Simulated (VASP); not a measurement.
A run of VASP 6.6.1 is set up as follows.

INCAR

```
SYSTEM = WSeS
PREC = Accurate
ENCUT = 520
EDIFF = 1E-6
ISMEAR = 0
SIGMA = 0.03
LREAL = .FALSE.
LASPH = .TRUE.
NELM = 80
ALGO = Fast
ISIF = 2
LWAVE = .FALSE.
LCHARG = .TRUE.
LDIPOL = .TRUE.
IDIPOL = 3
DIPOL = 0.5 0.5 0.499
GGA = PS
LVHAR = .TRUE.
LVACPOTAV = .TRUE.
KPAR = 4
```

Contents of KPOINTS:

```
Automatic mesh
0
G
  12 12 1
  0 0 0
```

Contents of POSCAR:

```
WSeS                                    
1.0
    3.1826724616     -0.0000000000      0.0000000000
   -1.5913362308      2.7562752053      0.0000000000
    0.0000000000      0.0000000000     19.2000000000
  S               W               Se            
     1     1     1
Direct
     0.6666669999999968    0.3333330000000032    0.4154962634302448
     0.3333330000000032    0.6666669999999968    0.4957354640461438
     0.6666669999999968    0.3333330000000032    0.5851224425236079
```

Potentials or basis: VASP PAW PBE potentials, release 64 (S, W_sv, Se).

Command:

```bash
$ cat potpaw_PBE.64/S/POTCAR potpaw_PBE.64/W_sv/POTCAR potpaw_PBE.64/Se/POTCAR > POTCAR
$ mpirun -np 4 vasp_std > vasp.out
```

**Question.** What does it give for the ionisation potential of the upper face?

**Answer.** 5.07 eV.

**Question.** Estimate the largest force.

**Answer.** 0.057 eV/Å.

Forces in eV/Å, atoms in the order of the input:
```
S    0.000  0.000 -0.057
W    0.000  0.000  0.000
Se   0.000  0.000  0.057
```

Caveat: the PAW data sets were made with another functional, which shifts forces and pressure a little.
